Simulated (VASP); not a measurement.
A convergence study with VASP on Ta (bcc): a few settings are varied, all else stays as given below, so the limit is that of these other settings. The cell's lengths are 1 % over those of the tabulated start, so it is off equilibrium.

```xyz
1
Lattice="-1.6665 1.6665 1.6665 1.6665 -1.6665 1.6665 1.6665 1.6665 -1.6665" Properties=species:S:1:pos:R:3 pbc="T T T"
Ta     0.0000     0.0000     0.0000
```

Computed with PBEsol GGA, VASP's PBE PAW potentials (set 64) (plane waves; VASP). The last row used: ADDGRID = .TRUE., 500 eV cut-off, 17×17×17 Γ-centred mesh, first-order Methfessel-Paxton smearing of 0.10 eV, potentials Ta_pv.

```
setting                                         E (eV/atom)  pressure (GPa)  plane waves
----------------------------------------------  -----------  --------------  -----------
ADDGRID = unset, ENCUT = 200, PREC = Low           -12.5355          -13.02          135
ADDGRID = unset, ENCUT = 200, PREC = Normal        -12.5358          -12.87          135
ADDGRID = .TRUE., ENCUT = 200, PREC = Normal       -12.5358          -12.84          135
ADDGRID = unset, ENCUT = 200, PREC = Accurate      -12.5357               ?          135
ADDGRID = .TRUE., ENCUT = 200, PREC = Accurate     -12.5357          -12.82          135
ADDGRID = unset, ENCUT = 300, PREC = Low           -12.5253           -9.64          236
ADDGRID = unset, ENCUT = 300, PREC = Normal        -12.5256           -9.48          236
ADDGRID = .TRUE., ENCUT = 300, PREC = Normal       -12.5256           -9.46          236
ADDGRID = unset, ENCUT = 300, PREC = Accurate      -12.5256           -9.46          236
ADDGRID = .TRUE., ENCUT = 300, PREC = Accurate     -12.5256           -9.46          236
ADDGRID = unset, ENCUT = 400, PREC = Low                  ?               ?          366
ADDGRID = unset, ENCUT = 400, PREC = Normal        -12.5279           -8.98          366
ADDGRID = .TRUE., ENCUT = 400, PREC = Normal       -12.5279           -8.97          366
ADDGRID = unset, ENCUT = 400, PREC = Accurate      -12.5279           -8.97          366
ADDGRID = .TRUE., ENCUT = 400, PREC = Accurate     -12.5279           -8.97          366
ADDGRID = unset, ENCUT = 500, PREC = Low           -12.5278           -9.04          479
ADDGRID = unset, ENCUT = 500, PREC = Normal        -12.5280           -8.94          479
ADDGRID = .TRUE., ENCUT = 500, PREC = Normal       -12.5280           -8.94          479
ADDGRID = unset, ENCUT = 500, PREC = Accurate      -12.5280           -8.94          479
ADDGRID = .TRUE., ENCUT = 500, PREC = Accurate     -12.5280           -8.94          479
```

Fill in the missing entries.

- ADDGRID = unset, ENCUT = 400, PREC = Low, E (eV/atom): -12.5276
- ADDGRID = unset, ENCUT = 400, PREC = Low, pressure (GPa): -9.15
- ADDGRID = unset, ENCUT = 200, PREC = Accurate, pressure (GPa): -12.83

Left out are rungs that failed or repeat a setting and relaxations that didn't move; long series are thinned to 24 rows.

The compound is Ta in the bcc structure. The cell was not relaxed at this level.
